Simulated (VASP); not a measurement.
## From VASP inputs to Ansatz: SnC₃ (ordered alloy on diamond lattice)

INCAR

```
LASPH = .TRUE.
EDIFF = 1E-7
NELM = 120
LWAVE = .FALSE.
LCHARG = .FALSE.
NSW = 0
PREC = Accurate
SIGMA = 0.02
ISMEAR = -1
NBANDS = 21
ENCUT = 520
LREAL = .FALSE.
GGA = PS
IBRION = -1
ISIF = 2
```

KPOINTS

```
KPOINTS created by Atomic Simulation Environment
0
Gamma
10 10 10
0 0 0
```

KPOINTS_OPT

```
special points
10
Reciprocal
0.0000000000 0.0000000000 0.0000000000 1
0.5000000000 0.0000000000 0.0000000000 1
0.5000000000 0.1870694011 -0.1870694011 1
0.8129305989 0.5000000000 0.1870694011 1
0.5000000000 0.5000000000 0.5000000000 1
0.3435347005 0.0000000000 -0.3435347005 1
0.6564652995 0.3435347005 0.0000000000 1
0.5000000000 0.5000000000 0.0000000000 1
0.6564652995 0.6564652995 0.1870694011 1
0.0500000000 0.0500000000 0.0500000000 1
```

POSCAR

```
C  Sn
 1.0000000000000000
     1.5669476274422165    0.9046776345263666    5.1713512417610588
    -1.5669476274422165    0.9046776345263666    5.1713512417610588
     0.0000000000000000   -1.8093552690030599    5.1713512417697487
 C   Sn
   3   1
Cartesian
  1.5669476274422169  0.9046776345270751  5.3926209531412406
 -0.0000000000000000  0.0000000000237217  7.4087147374041917
  0.0000000000000000  0.0000000000190416  5.9470389174016391
  0.0000000000000001  0.0000000000434574 13.5725706546261602
```

VASP ran with the recommended PBE PAW datasets (26 valence electrons in the cell).

Question: Translate these files to an Ansatz input.

Answer: 

```yaml
crystal:
  lattice:
    - [1.5669476274, 0.9046776345, 5.1713512418]
    - [-1.5669476274, 0.9046776345, 5.1713512418]
    - [0.0, -1.809355269, 5.1713512418]
  atoms:
    - { symbol: C, position: [1.0142625335, 0.0142625335, 0.0142625335] }
    - { symbol: C, position: [0.4775486065, 0.4775486065, 0.4775486065] }
    - { symbol: C, position: [0.3833323658, 0.3833323658, 0.3833323658] }
    - { symbol: Sn, position: [0.8748564943, 0.8748564943, 0.8748564943] }
kpoints:
  mp_grid: { grid: [10, 10, 10] }
  band_path:
    path:
      - [0.0, 0.0, 0.0]
      - [0.5, 0.0, 0.0]
      - [0.5, 0.1870694011, -0.1870694011]
      - [0.8129305989, 0.5, 0.1870694011]
      - [0.5, 0.5, 0.5]
      - [0.3435347005, 0.0, -0.3435347005]
      - [0.6564652995, 0.3435347005, 0.0]
      - [0.5, 0.5, 0.0]
      - [0.6564652995, 0.6564652995, 0.1870694011]
      - [0.05, 0.05, 0.05]
    npoints: 1
hamiltonian:
  xc: pbesol
scf:
  occupations: { method: fermi_dirac, width: 0.02 }
  n_extra_bands: 5
output:
  forces: true
  stress: true
  eigenvalues: true
```

Other inputs would serve too.

|  | VASP | Ansatz |
| --- | --- | --- |
| gap between bands v and c | 0.02 eV | 0.02 eV |
| least direct gap | 0.02 eV | 0.02 eV |
| pressure | -2.6 GPa | -2.6 GPa |
| largest force | 0.25 eV/Å | 0.22 eV/Å |

The two codes use different PAW datasets and cutoffs. VASP's cell holds 26 valence electrons and Ansatz's 26. Ansatz's stress includes a Pulay correction; VASP's doesn't.
